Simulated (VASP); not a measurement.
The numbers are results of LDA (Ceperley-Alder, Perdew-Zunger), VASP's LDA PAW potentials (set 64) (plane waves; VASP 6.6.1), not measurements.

VASP ran on this input.

### INCAR
```
SYSTEM  =  ZnO
PREC  =  Accurate; ENCUT  =  650; LREAL  =  F
LASPH  =  T
EDIFF  =  1E-7; NELM  =  100; ALGO  =  Normal
LMAXMIX  =  4
ISMEAR  =  0; SIGMA  =  0.05
IBRION  =  6; NSW  =  1; ISIF  =  3
POTIM  =  0.015; NFREE  =  2
LWAVE  =  F; LCHARG  =  F
```

**POSCAR**
```
ZnO
1.0
  1.5980435448  -2.7678930284   0.0000000000
  1.5980435448   2.7678930284   0.0000000000
  0.0000000000   0.0000000000   5.1654909297
Zn O
2 2
Cartesian
  1.5980435448  -0.9226328547   2.5920488420
  1.5980435448   0.9226328547   0.0093033772
  1.5980435448  -0.9226328547   4.5466596228
  1.5980435448   0.9226328547   1.9639141580
```

### KPOINTS
```
Regular mesh
0
Gamma
  7 7 4
0 0 0
```

POTCAR, in this order: Zn O (LDA.64 set). Program: vasp_std.

The run wrote:

**OUTCAR**
```
 ion  position               nearest neighbor table
   1  0.667  0.333  0.502-   4 1.95   4 1.95   4 1.95   3 1.95
   2  0.333  0.667  0.002-   3 1.95   3 1.95   3 1.95   4 1.95
   3  0.667  0.333  0.880-   2 1.95   2 1.95   2 1.95   1 1.95
   4  0.333  0.667  0.380-   1 1.95   1 1.95   1 1.95   2 1.95
  LATTYP: Found a hexagonal cell.
 ALAT       =     3.1960874500
 C/A-ratio  =     1.6161919880
 Subroutine PRICEL returns:
 Original cell was already a primitive cell.
 Subroutine GETGRP returns: Found 12 space group operations
The static configuration has the point symmetry C_3v.
 The point group associated with its full space group is C_6v.
The dynamic configuration has the point symmetry C_3v.
 Subroutine INISYM returns: Found 12 space group operations
 Subroutine IBZKPT returns following result:
 Found     24 irreducible k-points:

 Following reciprocal coordinates:
            Coordinates               Weight
  0.000000  0.000000  0.000000      1.000000
  0.142857  0.000000  0.000000      6.000000
  0.285714  0.000000  0.000000      6.000000
  0.428571 -0.000000  0.000000      6.000000
  0.142857  0.142857  0.000000      6.000000
...
```

File OUTCAR:
```


   1 f  =   16.647978 THz   104.602334 2PiTHz  555.316787 cm-1    68.850476 meV

   2 f  =   13.347478 THz    83.864680 2PiTHz  445.223956 cm-1    55.200710 meV

   3 f  =   13.347476 THz    83.864668 2PiTHz  445.223889 cm-1    55.200702 meV

   4 f  =   12.361675 THz    77.670693 2PiTHz  412.341086 cm-1    51.123756 meV

   5 f  =   12.361673 THz    77.670682 2PiTHz  412.341024 cm-1    51.123748 meV

   6 f  =   11.834029 THz    74.355396 2PiTHz  394.740712 cm-1    48.941589 meV

   7 f  =    7.862561 THz    49.401931 2PiTHz  262.266821 cm-1    32.516927 meV

   8 f  =    2.685316 THz    16.872338 2PiTHz   89.572500 cm-1    11.105570 meV

   9 f  =    2.685316 THz    16.872335 2PiTHz   89.572487 cm-1    11.105568 meV

  10 f/i=    0.003064 THz     0.019251 2PiTHz    0.102200 cm-1     0.012671 meV

  11 f/i=    0.005323 THz     0.033445 2PiTHz    0.177556 cm-1     0.022014 meV

  12 f/i=    0.005323 THz     0.033445 2PiTHz    0.177556 cm-1     0.022014 meV

 ELASTIC MODULI CONTR FROM IONIC RELAXATION (kBar)
 Direction    XX          YY          ZZ          XY          YZ          ZX
 --------------------------------------------------------------------------------
 XX        -819.0622    325.6964    486.5402      0.0000     -0.0000     -0.0000
 YY         325.6964   -819.0627    486.5404     -0.0000      0.0000      0.0000
 ZZ         486.5402    486.5404   -959.6178      0.0000     -0.0000      0.0000
 XY           0.0000     -0.0000      0.0000   -572.3794      0.0000     -0.0000
 YZ          -0.0000      0.0000     -0.0000      0.0000   -218.5976     -0.0000
 ZX          -0.0000      0.0000      0.0000     -0.0000     -0.0000   -218.5974
 --------------------------------------------------------------------------------

 TOTAL ELASTIC MODULI (kBar)
 Direction    XX          YY          ZZ          XY          YZ          ZX
 --------------------------------------------------------------------------------
 XX        2216.8315   1388.5107   1235.2118      0.0000     -0.0000     -0.0000
 YY        1388.5107   2216.8329   1235.2122     -0.0000      0.0000      0.0000
 ZZ        1235.2118   1235.2122   2388.3933      0.0000     -0.0000      0.0000
 XY           0.0000     -0.0000      0.0000    414.1608      0.0000     -0.0000
 YZ          -0.0000      0.0000     -0.0000      0.0000    382.0587     -0.0000
 ZX          -0.0000      0.0000      0.0000     -0.0000     -0.0000    382.0586
 --------------------------------------------------------------------------------
```
(Selected blocks of OUTCAR.)

The compound is ZnO in the wurtzite structure. It was relaxed first.
